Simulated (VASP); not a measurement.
All values below come from r2SCAN+rVV10, VASP's PBE PAW potentials (set 64) (plane waves; VASP).

VASP input:

### KPOINTS
```
Automatic mesh
0
Gamma
13 13 13
0 0 0
```

INCAR:
```
# general
SYSTEM   = As
PREC     = Accurate
ENCUT    = 520   # plane-wave cut-off (eV)
LREAL    = .FALSE.   # projection in real space or not
LASPH    = .TRUE.   # aspherical one-centre terms

# electronic loop
EDIFF    = 1E-7
NELM     = 100   # most electronic steps
ALGO     = Normal
LMAXMIX  = 4   # l cut-off of mixed one-centre charges
LMIXTAU  = .TRUE.

# smearing
ISMEAR   = -5   # tetrahedra, Bloechl

# functional
METAGGA  = R2SCAN
LUSE_VDW = .TRUE.
BPARAM   = 11.95
CPARAM   = 0.0093

# ions
ISIF     = 2   # forces and stress, cell fixed

# output
LWAVE    = .FALSE.
LCHARG   = .FALSE.
LORBIT   = 11
NEDOS    = 601
```

**POSCAR**
```
As
1
    3.7044771174    -1.8860391970     0.0037934722
    3.7044771174     1.8860391970     0.0037934722
    2.7410521784    -0.0000000000     3.1252104132
As
2
Direct
  0.2266154218   0.2266154218   0.2266154218
  0.7733845782   0.7733845782   0.7733845782
```

KPOINTS_OPT:
```
k-points along high-symmetry lines
8
Line-mode
Reciprocal
  0.000000   0.000000   0.000000 ! GAMMA
  0.500000   0.500000   0.500000 ! T

  0.500000   0.500000   0.500000 ! T
  0.769824   0.230176   0.500000 ! H_2

  0.500000  -0.230176   0.230176 ! H_0
  0.500000   0.000000   0.000000 ! L

  0.500000   0.000000   0.000000 ! L
  0.000000   0.000000   0.000000 ! GAMMA

  0.000000   0.000000   0.000000 ! GAMMA
  0.365088  -0.365088  -0.000000 ! S_0

  0.634912  -0.000000   0.365088 ! S_2
  0.500000  -0.000000   0.500000 ! F

  0.500000  -0.000000   0.500000 ! F
  0.000000   0.000000   0.000000 ! GAMMA
```

POTCAR, in this order: As (PBE.64 set). Program: vasp_std.

What VASP printed:

### OSZICAR
```
       N       E                     dE             d eps       ncg     rms          rms(c)
DAV:   1     0.109360522913E+02    0.10936E+02   -0.45282E+03  4166   0.961E+02
DAV:   2    -0.295268800374E+02   -0.40463E+02   -0.39758E+02  6443   0.127E+02
DAV:   3    -0.308166491534E+02   -0.12898E+01   -0.12877E+01  4918   0.275E+01
DAV:   4    -0.308234306481E+02   -0.67815E-02   -0.67722E-02  5200   0.207E+00
DAV:   5    -0.308234472671E+02   -0.16619E-04   -0.16537E-04  4606   0.952E-02    0.358E+00
DAV:   6    -0.291359730455E+02    0.16875E+01   -0.26999E-01  4201   0.472E+00    0.235E+00
DAV:   7    -0.291871155036E+02   -0.51142E-01   -0.93319E-02  4188   0.393E+00    0.506E-01
DAV:   8    -0.291750305212E+02    0.12085E-01   -0.12192E-01  4175   0.361E+00    0.124E-01
DAV:   9    -0.291887627090E+02   -0.13732E-01   -0.99043E-03  4236   0.989E-01    0.821E-02
DAV:  10    -0.291889466570E+02   -0.18395E-03   -0.51512E-04  4342   0.224E-01    0.355E-02
DAV:  11    -0.291906356072E+02   -0.16890E-02   -0.16858E-03  4261   0.402E-01    0.139E-02
DAV:  12    -0.291907578691E+02   -0.12226E-03   -0.94527E-05  4487   0.973E-02    0.754E-03
DAV:  13    -0.291907815498E+02   -0.23681E-04   -0.10398E-05  4284   0.324E-02    0.175E-03
DAV:  14    -0.291907849773E+02   -0.34275E-05   -0.42428E-06  4171   0.236E-02    0.221E-03
DAV:  15    -0.291907850167E+02   -0.39365E-07   -0.82523E-07  4192   0.113E-02
   1 F= -.29190785E+02 E0= -.29190785E+02  d E =0.000000E+00
       N       E                     dE             ncg
```

### OUTCAR
```
------------------------ aborting loop because EDIFF is reached ----------------------------------------
  FORCE on cell =-STRESS in cart. coord.  units (eV):
  Direction    XX          YY          ZZ          XY          YZ          ZX
  --------------------------------------------------------------------------------------
  Total        0.0160312      0.0171019      0.0169999      0.0000000      0.0000000     -0.0003305
  in kB        0.5886816      0.6279996      0.6242540      0.0000000      0.0000000     -0.0121356
  external PRESSURE =       0.6136451 kB  Pullay stress =       0.0000000 kB
  volume of cell :       43.63
      direct lattice vectors                 reciprocal lattice vectors
     3.704477117 -1.886039197  0.003793472     0.135093149 -0.265105837 -0.118487180
     3.704477117  1.886039197  0.003793472     0.135093149  0.265105837 -0.118487180
     2.741052178  0.000000000  3.125210413    -0.000327960  0.000000000  0.320266102
 POSITION                                       TOTAL-FORCE (eV/Angst)
 -----------------------------------------------------------------------------------
      2.30015      0.00000      0.70994         0.007906      0.000000      0.002440
      7.84986      0.00000      2.42286        -0.007906      0.000000     -0.002440
 -----------------------------------------------------------------------------------
    total drift:                                0.000000      0.000000      0.000000
  FREE ENERGIE OF THE ION-ELECTRON SYSTEM (eV)
  ---------------------------------------------------
  free  energy   TOTEN  =       -29.1907850167 eV

  energy  without entropy=      -29.1907850167  energy(sigma->0) =      -29.19078502

 total charge

# of ion       s       p       d       tot
------------------------------------------
    1        1.299   1.376   0.050   2.725
    2        1.299   1.376   0.050   2.725
--------------------------------------------------
tot          2.598   2.753   0.099   5.450
```
(Selected blocks of OUTCAR.)

For a metal the tetrahedron method with Blöchl corrections gives inexact stress and forces.

The compound is As in the a7 structure. It was relaxed first.
